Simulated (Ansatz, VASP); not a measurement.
This is a calculation of MoI for VASP 6.6.1.

Contents of INCAR:

```
  PREC = Accurate
  ENCUT = 520
  EDIFF = 1E-6
  ISMEAR = -1
  SIGMA = 0.05
  LREAL = False
  LASPH = True
  NELM = 60
  ALGO = Normal
  ISIF = 2
  LWAVE = False
  LCHARG = True
  GGA = PE
  LELF = True
  LVHAR = True
  NBANDS = 18
```

Contents of KPOINTS:

```
Automatic mesh
0
Gamma
  7 7 7
```

Contents of POSCAR:

```
MoI
1.0
    0.0000000000      3.2206831690      3.2206831690
    3.2206831690      0.0000000000      3.2206831690
    3.2206831690      3.2206831690      0.0000000000
Mo I
1 1
Direct
    0.0000000000      0.0000000000      0.0000000000
    0.7500000000      0.7500000000      0.7500000000
```

Potentials or basis: VASP PAW PBE potentials, release 64 (Mo_sv, I).

The run is started by

```bash
$ cat potpaw_PBE.64/Mo_sv/POTCAR potpaw_PBE.64/I/POTCAR > POTCAR
$ mpirun -np 1 vasp_std > vasp.out
```

Task: Set up the same calculation for Ansatz 0.2.0. Potentials there: all-electron LAPW, scalar-relativistic.

Result: As run (the cutoff follows the program's own potentials):

input.yaml

```yaml
crystal:
  lattice:
    - [0.0, 3.220683169, 3.220683169]
    - [3.220683169, 0.0, 3.220683169]
    - [3.220683169, 3.220683169, 0.0]
  atoms:
    - { symbol: Mo, position: [0.0, 0.0, 0.0] }
    - { symbol: I, position: [0.75, 0.75, 0.75] }
kpoints:
  mp_grid: { grid: [7, 7, 7] }
scf:
  occupations: { method: fermi_dirac, width: 0.05 }
hamiltonian:
  xc: pbe
  pseudopotentials: { kind: all_electron, lapw: { basis_error: 0.0005 } }
output:
  forces: true
  stress: true
  eigenvalues: true
```

Potentials or basis: all-electron LAPW, scalar-relativistic.

Command:

```console
$ ansatz run input.yaml --threads 1 --pin off --max-ram 3072MiB --backend cpu --events-out ev --progress --plain --runs-dir out
```

Both were run:

|  | VASP | Ansatz | Ansatz less VASP |
| --- | --- | --- | --- |
| gap on the k mesh at the Fermi level (eV) | none | none | - |
| pressure (GPa) | -8.7 | -8.6 | +0.04 |

A gap of «none» marks a metal or a gap that the smearing closes. Ansatz ran all-electron here, so the differences hold the error of VASP's frozen core and of both bases.

Caveats: an odd number of electrons without spin polarisation forces a metal; a magnetic or distorted state may lie lower. Spin-orbit coupling is left out, which matters for the levels of I.
